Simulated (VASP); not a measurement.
Consider the following.

```
CELL_PARAMETERS angstrom
      2.05383     1.18578     6.76345
     -2.05383     1.18578     6.76345
      0.00000    -2.37156     6.76345
ATOMIC_POSITIONS crystal
  Zn 0.50131 0.50131 0.50131
  Hg 0.99707 0.99707 0.99707
  Se 0.86883 0.86883 0.86883
  Se 0.38278 0.38278 0.38278
```

Level of theory: LDA (Ceperley-Alder, Perdew-Zunger), VASP's LDA PAW potentials (set 64) (plane waves; VASP). Run with 400 eV cut-off, Gaussian smearing of 0.050 eV, potentials Zn Hg Se.

Q: Give the energies of bands 8 to 21 at the high-symmetry points, in eV from the Fermi level.

A: 
```
band      Γ      T     H2      L     S0      F
----  -----  -----  -----  -----  -----  -----
8     -6.85  -7.13  -6.81  -6.87  -6.81  -6.79
9     -6.85  -6.88  -6.61  -6.85  -6.60  -6.74
10    -6.50  -6.88  -6.50  -6.58  -6.50  -6.54
11    -6.48  -6.49  -6.46  -6.36  -6.46  -6.35
12    -6.48  -6.49  -6.14  -6.35  -6.15  -6.25
13    -5.91  -3.98  -5.44  -5.18  -5.43  -5.70
14    -1.41  -3.12  -5.17  -4.86  -5.14  -5.22
15    -1.41  -1.23  -3.49  -2.87  -3.58  -2.67
16    -0.39  -1.23  -2.83  -2.74  -2.80  -2.51
17    -0.23  -0.27  -2.00  -2.29  -2.08  -1.22
18     0.00  -0.27  -1.85  -1.44  -1.83  -0.93
19     0.00   1.42   2.69   2.71   2.72   1.28
20     1.73   1.86   3.62   3.17   3.89   2.58
21     5.21   4.76   4.87   4.45   4.74   2.82
```

It has no gap at this level: it comes out as a metal or semimetal.

The structure comes from a computed database's ZnHgSe2 entry (R3m); how it stands against other phases isn't given here. It was relaxed first, which changed the volume by -9 %.
